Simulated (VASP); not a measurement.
A convergence study with VASP on CeO2 (fluorite): one setting is varied, all else stays as given below, so the limit is that of these other settings.

```
CeO2
1.0
    0.00000     2.70500     2.70500
    2.70500     0.00000     2.70500
    2.70500     2.70500     0.00000
Ce O
1 2
Direct
  0.00000   0.00000   0.00000
  0.25000   0.25000   0.25000
  0.75000   0.75000   0.75000
```

Level of theory: PBEsol GGA, VASP's PBE PAW potentials (set 64) (plane waves; VASP 6.6.1). The tightest run used: 700 eV cut-off, 12×12×12 Monkhorst-Pack mesh, Gaussian smearing of 0.050 eV, potentials Ce O.

```tsv
setting	E (eV/atom)	pressure (GPa)	irreducible k-points
1×1×1 mesh	-10.9275	-45.90	1
2×2×2 mesh	-9.1832	-1.45	2
3×3×3 mesh	-9.1823	-1.42	4
```

**Question.** These are the cheaper rows. Estimate the results at 12×12×12 mesh, and how far the last row shown lies from them.

**Answer.** 
| quantity | tightest run | last row shown is off by |
|---|---|---|
| E (eV/atom) | -9.1841 | 0.0018 |
| pressure (GPa) | -1.41 | -0.02 |

Left out are rungs that failed or repeat a setting and relaxations that didn't move; long series are thinned to 24 rows.

The compound is CeO2 in the fluorite structure. The cell was not relaxed at this level. The run is not spin-polarised, so no magnetic state was tried.
